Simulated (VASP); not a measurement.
Data:

```
Bi
1.0
    4.04559    -2.24776    -0.02337
    4.04559     2.24776    -0.02337
    2.81807     0.00000     3.67128
Bi
2
Direct
  0.23725   0.23725   0.23725
  0.76275   0.76275   0.76275
```

All values below come from LDA (Ceperley-Alder, Perdew-Zunger), VASP's LDA PAW potentials (set 64) (plane waves; VASP 6.6.1). Numerical set-up: 520 eV cut-off, Gaussian smearing of 0.050 eV, potentials Bi_d.

Unless said otherwise, spin-orbit coupling is left out, though it shifts the bands of the heavy elements here.

Problem. Predict the band gap (along the path) with the smallest direct gap where there is one.

Solution. 
```yaml
band gap (along the path): none (metal, semimetal or under 0.01 eV)
```

The compound is Bi in the a7 structure. It was relaxed first, which changed the volume by -5 %.
